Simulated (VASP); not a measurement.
## TiSn: relaxation of cell and atoms with PBE

The system is TiSn.

```
Ti Sn
1.0
     5.72779    0.00000    0.00000
    -2.86389    4.96041    0.00000
     0.00000    0.00000    4.80164
Ti Sn
3 3
Direct
  0.00000 0.50000 0.00000
  0.50000 0.00000 0.00000
  0.50000 0.50000 0.00000
  0.66667 0.33333 0.50000
  0.33333 0.66667 0.50000
  0.00000 0.00000 0.00000
```

The cell was built by a generator and needn't be a form met in nature.

| Property | Result |
| --- | --- |
| Program | VASP 6.6.1 |
| Task | relaxation of cell and atoms |
| Functional | PBE |
| Potentials or basis | VASP PAW PBE potentials, release 64 (Ti_sv, Sn_d) |
| Cutoff | 520 eV |
| k mesh | 6 × 6 × 6 |
| Occupations | gaussian, width 0.1 eV |
| Spin | no spin polarisation |
| Further INCAR settings | ALGO = Normal; EDIFF = 1e-07; IBRION = 2; POTIM = 0.3; EDIFFG = -0.005; NSW = 60; ISIF = 3 |

```json
{
 "Energy gained by relaxing": "0.0 meV/atom",
 "Ionic steps": "3",
 "Pressure after relaxing": "0.0 GPa",
 "Band gap on the k mesh": "none (metal or under the smearing width)"
}
```

Final structure:
```yaml
crystal:
  lattice:
    - [5.72599, 0.00000, 0.00000]
    - [-2.86299, 4.95885, 0.00000]
    - [0.00000, 0.00000, 4.80480]
  atoms:
    - { symbol: Ti, position: [0.00000, 0.50000, 0.00000] }
    - { symbol: Ti, position: [0.50000, 0.00000, 0.00000] }
    - { symbol: Ti, position: [0.50000, 0.50000, 0.00000] }
    - { symbol: Sn, position: [0.66667, 0.33333, 0.50000] }
    - { symbol: Sn, position: [0.33333, 0.66667, 0.50000] }
    - { symbol: Sn, position: [0.00000, 0.00000, 0.00000] }
```

Levels at points of the mesh, in eV from the Fermi level:
```tsv
k point	band 36	band 37	band 38	band 39	band 40	band 41	band 42	band 43
(0.00, 0.00, 0.00)	-1.45	-1.45	-0.39	-0.39	0.11	0.11	2.11	2.11
(0.50, 0.00, 0.00)	-0.88	-0.83	-0.82	-0.09	0.33	0.75	1.15	1.23
(0.00, 0.00, 0.50)	-0.77	-0.77	-0.68	-0.61	-0.61	-0.43	0.37	1.20
(0.50, 0.00, 0.50)	-1.60	-0.08	0.39	0.49	0.51	0.64	0.84	0.94
```

Run time: 120 s on 4 MPI ranks on Intel(R) Xeon(R) Platinum 8259CL CPU @ 2.50GHz (Skylake/Cascade Lake), with other jobs on the host, peak memory 0.37 GiB a rank.
